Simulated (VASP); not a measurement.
Computed with SCAN meta-GGA, VASP's PBE PAW potentials (set 64) (plane waves; VASP).

VASP input:

**KPOINTS**
```
Automatic mesh
0
Gamma
12 12 12
0 0 0
```

File POSCAR:
```
SiC
1
    0.0000000000     2.1758796677     2.1758796677
    2.1758796677     0.0000000000     2.1758796677
    2.1758796677     2.1758796677     0.0000000000
Si C
1 1
Direct
  0.0000000000   0.0000000000   0.0000000000
  0.2500000000   0.2500000000   0.2500000000
```

INCAR:
```
! general
SYSTEM   =  SiC
PREC     =  Accurate
ENCUT    =  520   ! plane-wave cut-off (eV)
LREAL    =  F
LASPH    =  T   ! aspherical one-centre terms

! electronic loop
EDIFF    =  1E-7
NELM     =  100
ALGO     =  Normal
LMIXTAU  =  T

! smearing
ISMEAR   =  -5   ! tetrahedra, Bloechl

! functional
METAGGA  =  SCAN

! ions
ISIF     =  2

! output
LWAVE    =  F
LCHARG   =  F
LORBIT   =  11
NEDOS    =  601   ! DOS grid
```

KPOINTS_OPT:
```
k-points along high-symmetry lines
10
Line-mode
Reciprocal
  0.000000   0.000000   0.000000 ! GAMMA
 -0.500000  -0.500000   0.000000 ! X

 -0.500000  -0.500000   0.000000 ! X
 -0.375000  -0.375000   0.250000 ! U

 -0.375000  -0.000000   0.375000 ! K
  0.000000   0.000000   0.000000 ! GAMMA

  0.000000   0.000000   0.000000 ! GAMMA
 -0.000000  -0.000000   0.500000 ! L

 -0.000000  -0.000000   0.500000 ! L
 -0.500000  -0.250000   0.250000 ! W

 -0.500000  -0.250000   0.250000 ! W
 -0.500000  -0.500000   0.000000 ! X
```

POTCAR, in this order: Si C (PBE.64 set). Program: vasp_std.

Question: Predict the energy per atom (σ→0), band gap (over mesh and band path).

Answer: 
```yaml
energy per atom (σ→0): -10.346 eV/atom
band gap (over mesh and band path): 1.71 eV
```

### OSZICAR
```
...
DAV:  25    -0.206927769131E+02    0.25098E-05   -0.66498E-08   808   0.383E-03    0.187E-03
DAV:  26    -0.206927788942E+02   -0.19810E-05   -0.41616E-08   688   0.309E-03    0.110E-03
DAV:  27    -0.206927781131E+02    0.78109E-06   -0.85438E-09   600   0.145E-03    0.498E-04
DAV:  28    -0.206927786614E+02   -0.54836E-06   -0.30057E-09   584   0.544E-04    0.174E-04
DAV:  29    -0.206927788805E+02   -0.21911E-06   -0.14270E-09   600   0.530E-04    0.238E-05
DAV:  30    -0.206927788981E+02   -0.17599E-07   -0.61984E-10   584   0.285E-04
   1 F= -.20692779E+02 E0= -.20692779E+02  d E =0.000000E+00
       N       E                     dE             ncg
```

The compound is SiC in the zinc blende structure. It was relaxed first.
